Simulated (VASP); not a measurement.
An input for Ansatz (written as the equivalent of a VASP run, and not itself run):

Ansatz 0.2 input:
```yaml
crystal:
  lattice:
    - [0.0000000, 3.4529247, 3.4529247]
    - [3.4529247, 0.0000000, 3.4529247]
    - [3.4529247, 3.4529247, 0.0000000]
  atoms:
    - { symbol: Li, position: [0.0000000, 0.0000000, 0.0000000] }
    - { symbol: Hg, position: [0.2500000, 0.2500000, 0.2500000] }
    - { symbol: Hg, position: [0.7500000, 0.7500000, 0.7500000] }
    - { symbol: Hg, position: [0.5000000, 0.5000000, 0.5000000] }
kpoints:
  mp_grid: { grid: [9, 9, 9] }
hamiltonian:
  xc: pbesol
  pseudopotentials: { kind: paw }
scf:
  occupations: { method: tetrahedron }
  max_iter: 100
output: { forces: true, stress: true, eigenvalues: true }
```

### Question
Translate this input to VASP (INCAR, KPOINTS, POSCAR, choice of POTCAR).

### Answer
One answer among several that fit: 
### INCAR
```
! general
SYSTEM   =  LiHg3
PREC     =  Accurate
ENCUT    =  520
LREAL    =  .False.
LASPH    =  .True.

! electronic loop
EDIFF    =  1E-7
NELM     =  100
ALGO     =  Normal
LMAXMIX  =  6

! smearing
ISMEAR   =  -5

! functional
GGA      =  PS

! ions
ISIF     =  2

! output
LWAVE    =  .False.
LCHARG   =  .True.
LORBIT   =  11
NEDOS    =  601

! other
LEFG     =  .True.
```

**POSCAR**
```
LiHg3
1
    0.0000000000     3.4529247071     3.4529247071
    3.4529247071     0.0000000000     3.4529247071
    3.4529247071     3.4529247071     0.0000000000
Li Hg
1 3
Direct
  0.0000000000   0.0000000000   0.0000000000
  0.2500000000   0.2500000000   0.2500000000
  0.7500000000   0.7500000000   0.7500000000
  0.5000000000   0.5000000000   0.5000000000
```

KPOINTS:
```
Automatic mesh
0
Gamma
9 9 9
0 0 0
```

POTCAR, in this order: Li_sv Hg (PBE.64 set). Program: vasp_std.

What does not carry over: each code has its own PAW files, so the cut-off isn't converted (ENCUT is set for VASP's; basis.ecutwfc is left out, and Ansatz then takes the one that its files recommend); Ansatz stops its SCF on the density residual and VASP on the energy change (EDIFF); the field gradients of LEFG aren't asked of the other code.

The structure comes from a computed database's LiHg3 entry (Fm-3m); how it stands against other phases isn't given here. It was relaxed first, which changed the volume by -6 %.
